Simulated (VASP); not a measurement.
OSZICAR of a VASP run on Ca (space group Im-3m):

### OSZICAR
```
       N       E                     dE             d eps       ncg     rms          rms(c)
DAV:   1     0.497088659406E+02    0.49709E+02   -0.47086E+03  1528   0.855E+02
DAV:   2    -0.778514604344E+01   -0.57494E+02   -0.57336E+02  1589   0.220E+02
DAV:   3    -0.912178965671E+01   -0.13366E+01   -0.13326E+01  2339   0.334E+01
DAV:   4    -0.917840837054E+01   -0.56619E-01   -0.56738E-01  2460   0.541E+00
DAV:   5    -0.917917047920E+01   -0.76211E-03   -0.77446E-03  2361   0.377E-01    0.638E-01
DAV:   6    -0.676242479004E+01    0.24167E+01   -0.35289E+00  1587   0.160E+01    0.227E+00
DAV:   7    -0.699433073301E+01   -0.23191E+00   -0.15751E-01  2083   0.379E+00    0.255E+00
DAV:   8    -0.677976462300E+01    0.21457E+00   -0.46761E-02  2227   0.248E+00    0.189E+00
DAV:   9    -0.653560793315E+01    0.24416E+00   -0.11603E-01  1867   0.515E+00    0.109E+00
DAV:  10    -0.667132370603E+01   -0.13572E+00   -0.63619E-02  2003   0.246E+00    0.450E-01
DAV:  11    -0.672632631019E+01   -0.55003E-01   -0.82847E-03  2140   0.958E-01    0.381E-01
DAV:  12    -0.671756216031E+01    0.87641E-02   -0.72874E-04  1876   0.357E-01    0.488E-01
DAV:  13    -0.671772117364E+01   -0.15901E-03   -0.23771E-05  2670   0.405E-02    0.492E-01
DAV:  14    -0.701476516932E+01   -0.29704E+00   -0.24839E-01  1519   0.498E+00    0.202E-01
DAV:  15    -0.701587179060E+01   -0.11066E-02   -0.85964E-03  2128   0.897E-01    0.254E-01
DAV:  16    -0.701560849208E+01    0.26330E-03   -0.64527E-04  1777   0.266E-01    0.295E-01
DAV:  17    -0.701520902008E+01    0.39947E-03   -0.45510E-04  1701   0.204E-01    0.286E-01
DAV:  18    -0.701571944312E+01   -0.51042E-03   -0.11559E-03  1781   0.370E-01    0.180E-01
DAV:  19    -0.701518992171E+01    0.52952E-03   -0.50734E-04  1591   0.224E-01    0.118E-01
DAV:  20    -0.701534552784E+01   -0.15561E-03   -0.74993E-05  1670   0.823E-02    0.872E-02
DAV:  21    -0.701525006290E+01    0.95465E-04   -0.32109E-05  1635   0.727E-02    0.414E-02
DAV:  22    -0.701523974476E+01    0.10318E-04   -0.21394E-05  1572   0.522E-02    0.771E-03
DAV:  23    -0.701522652958E+01    0.13215E-04   -0.11632E-05  1739   0.358E-02    0.165E-03
DAV:  24    -0.701523063903E+01   -0.41094E-05   -0.54259E-06  1750   0.134E-02    0.993E-04
DAV:  25    -0.701522642148E+01    0.42176E-05   -0.21681E-06  2246   0.902E-03    0.514E-04
DAV:  26    -0.701522789910E+01   -0.14776E-05   -0.12516E-07  1811   0.333E-03    0.842E-04
DAV:  27    -0.701522717774E+01    0.72136E-06   -0.20284E-07   918   0.205E-03    0.632E-04
DAV:  28    -0.701522728709E+01   -0.10935E-06   -0.55086E-09   820   0.976E-04    0.246E-04
DAV:  29    -0.701522712147E+01    0.16562E-06   -0.27616E-09   808   0.707E-04    0.329E-05
DAV:  30    -0.701522702288E+01    0.98590E-07   -0.40209E-10   804   0.273E-04
   1 F= -.70152270E+01 E0= -.70152270E+01  d E =0.000000E+00
       N       E                     dE             ncg
```

### Question
Which electronic solver shows in the log?

### Answer
It is blocked Davidson (ALGO = Normal, or the opening steps of other solvers). The INCAR had ALGO = Normal.

### Question
Can the final energy be trusted as converged?

### Answer
Self-consistency was reached. It stopped with EDIFF = 1E-7, NELM = 100 (r2SCAN meta-GGA, plane waves, VASP's PBE PAW potentials (set 64)).

The structure comes from a measured Ca entry (Im-3m) of the Crystallography Open Database, whose conditions weren't checked. It was relaxed first.
